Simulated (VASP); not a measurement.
```
CELL_PARAMETERS angstrom
      3.57203     0.00000     0.00000
     -1.78602     3.09347     0.00000
      0.00000     0.00000    23.28843
ATOMIC_POSITIONS crystal
  S  0.66667 0.33333 0.44729
  S  0.33333 0.66667 0.55271
  Pt 0.00000 0.00000 0.50000
```

Level of theory: PBE GGA, VASP's PBE PAW potentials (set 64) (plane waves; VASP). Settings: PREC = Normal, 400 eV cut-off, 12×12×1 Γ-centred mesh, Gaussian smearing of 0.050 eV, potentials S Pt.

Problem. Estimate the energy per atom (σ→0).

Solution. 
* **energy per atom (σ→0)**: -5.153 eV/atom

The absolute energy has meaning only against runs of the same code, potentials and settings.

The cell is a sheet with vacuum, built from PtS2 (1T layered).
